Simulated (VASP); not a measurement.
Data:

```xyz
2
Lattice="3.0606 0.0000 0.0000 0.0000 3.0606 0.0000 0.0000 0.0000 3.0606" Properties=species:S:1:pos:R:3 pbc="T T T"
Sn     0.0000     0.0000     0.0000
C      1.5303     1.5303     1.5303
```

Method: PBEsol GGA, VASP's PBE PAW potentials (set 64) (plane waves; VASP). Run with 520 eV cut-off, Gaussian smearing of 0.050 eV, potentials Sn_d C.

Task: Give the energies of bands 7 to 12 at the high-symmetry points, in eV from the Fermi level.

Result: 
```csv
band,Γ,X,M,R
7,-1.99,-9.59,-5.76,-2.24
8,-0.95,0.83,-5.76,-2.24
9,-0.95,0.83,-5.14,-2.24
10,-0.95,2.32,1.16,-1.15
11,7.08,3.69,6.29,-0.73
12,7.08,6.76,6.29,-0.73
```

It has no gap at this level: it comes out as a metal or semimetal.

The structure was generated: SnC was put into the CsCl type type (Pm-3m), which need not be its known phase. It was relaxed first, which changed the volume by +31 %. VASP warned that the highest band is occupied, so more bands are needed.
